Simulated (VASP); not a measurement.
Method: PBEsol GGA, VASP's PBE PAW potentials (set 64) (plane waves; VASP).

VASP ran on this input.

File POSCAR:
```
HfGa5Co
1.0
  4.0961700000   0.0000000000   0.0000000000
  0.0000000000   4.0961700000   0.0000000000
  0.0000000000   0.0000000000   6.5239800000
Hf Ga Co
1 5 1
Direct
  0.0000000000   0.0000000000   0.0000000000
  0.0000000000   0.5000000000   0.3035200000
  0.0000000000   0.5000000000   0.6964800000
  0.5000000000   0.0000000000   0.3035200000
  0.5000000000   0.0000000000   0.6964800000
  0.5000000000   0.5000000000   0.0000000000
  0.0000000000   0.0000000000   0.5000000000
```

**INCAR**
```
SYSTEM = HfGa5Co
PREC = Accurate
ENCUT = 300
EDIFF = 1E-6
NELM = 100
ALGO = Normal
LREAL = .FALSE.
LASPH = .TRUE.
ISMEAR = 0
SIGMA = 0.136
GGA = PS
LMAXMIX = 6
LWAVE = .FALSE.
LCHARG = .FALSE.
ISIF = 2
```

File KPOINTS:
```
Automatic mesh
0
Gamma
5 5 4
0 0 0
```

POTCAR, in this order: Hf_pv Ga_d Co (PBE.64 set). Program: vasp_std.

Output

OSZICAR:
```
       N       E                     dE             d eps       ncg     rms          rms(c)
DAV:   1     0.625967739236E+03    0.62597E+03   -0.27810E+04  1912   0.222E+03
DAV:   2     0.549179262792E+02   -0.57105E+03   -0.55549E+03  1840   0.553E+02
DAV:   3    -0.349702453995E+02   -0.89888E+02   -0.87786E+02  1990   0.172E+02
DAV:   4    -0.397684549340E+02   -0.47982E+01   -0.46602E+01  2372   0.423E+01
DAV:   5    -0.398969420329E+02   -0.12849E+00   -0.12816E+00  2368   0.671E+00    0.420E+01
DAV:   6    -0.433814937470E+02   -0.34846E+01   -0.38438E+01  1940   0.438E+01    0.288E+01
DAV:   7    -0.439259516642E+02   -0.54446E+00   -0.43822E+01  2284   0.733E+01    0.371E+01
DAV:   8    -0.388365550610E+02    0.50894E+01   -0.52911E+01  2188   0.391E+01    0.917E+00
DAV:   9    -0.381961765134E+02    0.64038E+00   -0.26071E+00  2196   0.115E+01    0.546E+00
DAV:  10    -0.379436815844E+02    0.25249E+00   -0.63497E-01  2304   0.564E+00    0.420E+00
DAV:  11    -0.380745780038E+02   -0.13090E+00   -0.16219E-01  2108   0.400E+00    0.575E+00
DAV:  12    -0.380014565329E+02    0.73121E-01   -0.23492E-02  2368   0.246E+00    0.523E+00
DAV:  13    -0.378321885621E+02    0.16927E+00   -0.50904E-01  2416   0.589E+00    0.276E+00
DAV:  14    -0.378345133124E+02   -0.23248E-02   -0.69526E-02  2102   0.210E+00    0.324E+00
DAV:  15    -0.378342285668E+02    0.28475E-03   -0.79628E-03  2116   0.571E-01    0.282E+00
DAV:  16    -0.378334110550E+02    0.81751E-03   -0.22710E-03  2458   0.122E+00    0.192E+00
DAV:  17    -0.378302560013E+02    0.31551E-02   -0.60723E-03  2280   0.110E+00    0.787E-01
DAV:  18    -0.378307462464E+02   -0.49025E-03   -0.19815E-03  2328   0.418E-01    0.273E-01
DAV:  19    -0.378298633078E+02    0.88294E-03   -0.21229E-03  2224   0.504E-01    0.111E-01
DAV:  20    -0.378298686036E+02   -0.52958E-05   -0.29526E-04  2132   0.193E-01    0.107E-01
DAV:  21    -0.378298657973E+02    0.28064E-05   -0.28760E-05  3008   0.604E-02    0.587E-02
DAV:  22    -0.378298650127E+02    0.78454E-06   -0.40411E-06  1968   0.311E-02
   1 F= -.37829865E+02 E0= -.37813130E+02  d E =-.334710E-01
```

OUTCAR:
```
------------------------ aborting loop because EDIFF is reached ----------------------------------------
  FORCE on cell =-STRESS in cart. coord.  units (eV):
  Direction    XX          YY          ZZ          XY          YZ          ZX
  --------------------------------------------------------------------------------------
  Total       -0.9303200     -0.9303200     -1.0233387      0.0000000     -0.0000000      0.0000000
  in kB      -13.6167787    -13.6167787    -14.9782615      0.0000000     -0.0000000      0.0000000
  external PRESSURE =     -14.0706063 kB  Pullay stress =       0.0000000 kB
  volume of cell :      109.46
      direct lattice vectors                 reciprocal lattice vectors
     4.096170000  0.000000000  0.000000000     0.244130493  0.000000000  0.000000000
     0.000000000  4.096170000  0.000000000     0.000000000  0.244130493  0.000000000
     0.000000000  0.000000000  6.523980000     0.000000000  0.000000000  0.153280666
 POSITION                                       TOTAL-FORCE (eV/Angst)
 -----------------------------------------------------------------------------------
      0.00000      0.00000      0.00000        -0.000000      0.000000      0.000000
      0.00000      2.04808      1.98016         0.000000      0.000000     -0.043365
      0.00000      2.04808      4.54382        -0.000000      0.000000      0.043365
      2.04808      0.00000      1.98016         0.000000      0.000000     -0.043365
      2.04808      0.00000      4.54382        -0.000000      0.000000      0.043365
      2.04808      2.04808      0.00000        -0.000000      0.000000      0.000000
      0.00000      0.00000      3.26199        -0.000000      0.000000      0.000000
 -----------------------------------------------------------------------------------
    total drift:                                0.000000     -0.000000     -0.000000
  FREE ENERGIE OF THE ION-ELECTRON SYSTEM (eV)
  ---------------------------------------------------
  free  energy   TOTEN  =       -37.8298650127 eV

  energy  without entropy=      -37.7963939987  energy(sigma->0) =      -37.81312951
```
(Selected blocks of OUTCAR.)

At this cut-off the stress carries a Pulay error, which pulls relaxed volumes low.

The structure comes from a computed database's HfGa5Co entry (P4/mmm); how it stands against other phases isn't given here. The cell was not relaxed at this level. The k-mesh is coarse (spacing up to 0.31 per Å, 2π included), so the numbers may not be converged in it. The run is not spin-polarised, so no magnetic state was tried.
